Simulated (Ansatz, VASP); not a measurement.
## SrAgI3: VASP beside Ansatz

File INCAR:

```
ALGO     = Normal         # electronic algorithm
EDIFF    = 1E-7           # SCF threshold, eV
ENCUT    = 520            # plane-wave cutoff, eV
GGA      = PE             # functional
ISIF     = 2              # what is computed and relaxed
ISMEAR   = 0              # smearing method
LASPH    = True           # aspherical terms in the spheres
LCHARG   = False          # write CHGCAR
LREAL    = False          # projectors in reciprocal space
LWAVE    = False          # write WAVECAR
NBANDS   = 29             # bands
NELM     = 80             # most SCF steps
PREC     = Accurate       # precision mode
SIGMA    = 0.1            # smearing width, eV
```

KPOINTS

```
k-points
0
Gamma
  4 4 4
```

The input POSCAR:

```
SrAgI3
1.0
    5.4065827300      0.0000000000      0.0000000000
    0.0000000000      5.4065827300      0.0000000000
    0.0000000000      0.0000000000      7.3696452300
Sr Ag I
1 1 3
Direct
    0.0000000000      0.0000000000      0.5000000000
    0.0000000000      0.0000000000      0.0000000000
    0.5000000000      0.5000000000      0.5000000000
    0.5000000000      0.0000000000      0.0000000000
    0.0000000000      0.5000000000      0.0000000000
```

Input for Ansatz:

```yaml
crystal:
  lattice:
    - [5.40658273, 0.0, 0.0]
    - [0.0, 5.40658273, 0.0]
    - [0.0, 0.0, 7.36964523]
  atoms:
    - { symbol: Sr, position: [0.0, 0.0, 0.5] }
    - { symbol: Ag, position: [0.0, 0.0, 0.0] }
    - { symbol: I, position: [0.5, 0.5, 0.5] }
    - { symbol: I, position: [0.5, 0.0, 0.0] }
    - { symbol: I, position: [0.0, 0.5, 0.0] }
basis:
  ecutwfc: 420
kpoints:
  mp_grid: { grid: [4, 4, 4] }
hamiltonian:
  xc: pbe
scf:
  occupations: { method: gaussian, width: 0.1 }
  lower_state_search: "off"
output:
  forces: true
  stress: true
  eigenvalues: true
```

Alike in both runs: task single point; functional PBE; k mesh 4 × 4 × 4; occupations gaussian, width 0.1 eV; no spin polarisation.

|  | VASP | Ansatz |
| --- | --- | --- |
| version | VASP 6.6.1 | Ansatz 0.2.0 |
| potentials or method | VASP PAW PBE potentials, release 64 (Sr_sv, Ag, I) | scalar-relativistic, plane waves, PAW |
| plane-wave cutoff (eV) | 520 | 420 |
| valence electrons in the cell | 42 | 80 |

```tsv
	VASP	Ansatz	Ansatz less VASP
gap on the k mesh at the Fermi level (eV)	none	none	-
pressure (GPa)	0.6	0.6	+0.03
largest component of the traceless stress (GPa)	2.71	2.75	+0.034
```

A gap of «none» marks a metal or a gap that the smearing closes. With one functional, cell and mesh, what is left measures potentials, basis and numerics. The two sets of potentials don't hold the same shells in valence.

The runs have no spin-orbit coupling, so splittings on I are missing.
